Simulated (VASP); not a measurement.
Consider the following.

```yaml
crystal:
  lattice:
    - [0.00000, 2.73360, 2.73360]
    - [2.73360, 0.00000, 2.73360]
    - [2.73360, 2.73360, 0.00000]
  atoms:
    - { symbol: Co, position: [0.00000, 0.00000, 0.00000] }
    - { symbol: Si, position: [0.25000, 0.25000, 0.25000] }
    - { symbol: Si, position: [0.75000, 0.75000, 0.75000] }
```

The numbers are results of PBE GGA, VASP's PBE PAW potentials (set 64) (plane waves; VASP 6.6.1), not measurements. Numerical set-up: 400 eV cut-off, 15×15×15 Γ-centred mesh, first-order Methfessel-Paxton smearing of 0.10 eV, potentials Co Si.

Q: Give the stress tensor in GPa (positive for a compressed cell).

A: 
```
-9.66   0.00   0.00
 0.00  -9.66   0.00
 0.00   0.00  -9.66
```
The pressure is its mean diagonal, -9.66 GPa.

The compound is CoSi2 in the fluorite structure. The cell was not relaxed at this level. The run is one of a series of settings (KPOINTS 15×15×15 Γ-centred mesh against the base run), some of them coarse on purpose. The run is not spin-polarised, so no magnetic state was tried. The electron count is odd and the run is not spin-polarised, which forces a metal.
